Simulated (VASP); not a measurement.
```
PtSe2
1.0
    1.81690    -3.22513     0.00000
    1.81690     3.22513     0.00000
    0.00000     0.00000     4.97277
Pt Se
1 2
Direct
  0.00000   0.00000   0.00000
  0.33333   0.66667   0.25500
  0.68770   0.35436   0.74500
```

The numbers are results of PBE GGA, VASP's PBE PAW potentials (set 64) (plane waves; VASP), not measurements. Run with 600 eV cut-off, 6×6×4 Γ-centred mesh, Gaussian smearing of 0.050 eV, potentials Pt Se.

Q: Which forces act on the atoms, in eV/Å?

A: 
| atom | Fx | Fy | Fz |
|---|---|---|---|
| Pt1 | 0.728 | 0.050 | 0.063 |
| Se2 | 0.033 | 0.156 | 0.855 |
| Se3 | -0.762 | -0.207 | -0.919 |

Q: Give the stress tensor in GPa (positive for a compressed cell).

A: 
```
15.56   1.42   2.38
 1.42  11.87   1.73
 2.38   1.73   9.58
```
The pressure is its mean diagonal, 12.33 GPa.

The compound is PtSe2 in the 1T layered structure. The cell was not relaxed at this level, atoms are displaced from their ideal sites. The k-mesh is coarse (spacing up to 0.33 per Å, 2π included), so the numbers may not be converged in it. The run is one of a series of settings (ENCUT = 600 against the base run), some of them coarse on purpose.
